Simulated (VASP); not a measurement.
Consider the following.

```xyz
3
Lattice="0.0000 3.5868 3.5868 3.5868 0.0000 3.5868 3.5868 3.5868 0.0000" Properties=species:S:1:pos:R:3 pbc="T T T"
Sr     0.0000     0.0000     0.0000
Cl     1.7934     1.7934     1.7934
Cl     5.3802     5.3802     5.3802
```

All values below come from vdW-DF2, VASP's PBE PAW potentials (set 64) (plane waves; VASP). Run with 520 eV cut-off, 6×6×6 Γ-centred mesh, Gaussian smearing of 0.050 eV, potentials Sr_sv Cl.

Question: What does the run give for the energy per atom (σ→0), band gap (on the k-mesh) with the smallest direct gap where there is one?

Answer: 
* **band gap (on the k-mesh)**: 4.72 eV
* **smallest direct gap (on the k-mesh)**: 5.03 eV
* **energy per atom (σ→0)**: -2.550 eV/atom

Only differences to runs with the same potentials and settings are physical.

The compound is SrCl2 in the fluorite structure. This cell is one point of a volume scan, at 1.03 of the reference volume.
